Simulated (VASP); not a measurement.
```
BN
1.0
    0.00000     1.82218     1.82218
    1.82218     0.00000     1.82218
    1.82218     1.82218     0.00000
B N
1 1
Cartesian
  0.00000   0.00000   0.00000
  0.91109   0.91109   0.91109
```

All values below come from RPBE GGA, VASP's PBE PAW potentials (set 64) (plane waves; VASP). Numerical set-up: 520 eV cut-off, Gaussian smearing of 0.050 eV, potentials B N.

**Question.** Predict the band gap (along the path) with the smallest direct gap where there is one.

**Answer.** 
* **band gap (along the path)**: 4.46 eV
* **smallest direct gap (along the path)**: 8.76 eV

The absolute energy has meaning only against runs of the same code, potentials and settings.

The compound is BN in the zinc blende structure. It was relaxed first.
